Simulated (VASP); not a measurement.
Data:

```
Mg3Sb2
1.0
    2.28812    -3.96314     0.00000
    2.28812     3.96314     0.00000
    0.00000     0.00000     7.23857
Mg Sb
3 2
Direct
  0.00000   0.00000   0.00000
  0.33333   0.66667   0.63265
  0.66667   0.33333   0.36735
  0.33333   0.66667   0.22545
  0.66667   0.33333   0.77455
```

All values below come from rev-vdW-DF2, VASP's PBE PAW potentials (set 64) (plane waves; VASP). Numerical set-up: 520 eV cut-off, 6×6×4 Γ-centred mesh, tetrahedra with Blöchl corrections, potentials Mg Sb.

The cores are frozen, which limits the accuracy of field gradients.

### Question
Give the principal components of the electric field gradient (V/Å²) and the asymmetry η at each nucleus.

### Answer

| atom | Vxx | Vyy | Vzz | η |
|---|---|---|---|---|
| Mg1 | -0.7 | -0.7 | 1.5 | 0.00 |
| Mg2 | -0.7 | -0.7 | 1.3 | 0.00 |
| Mg3 | -0.7 | -0.7 | 1.3 | 0.00 |
| Sb4 | -20.0 | -20.0 | 40.1 | 0.00 |
| Sb5 | -20.0 | -20.0 | 40.1 | 0.00 |

The compound is Mg3Sb2 in the a-la2o3 structure. It was relaxed first.
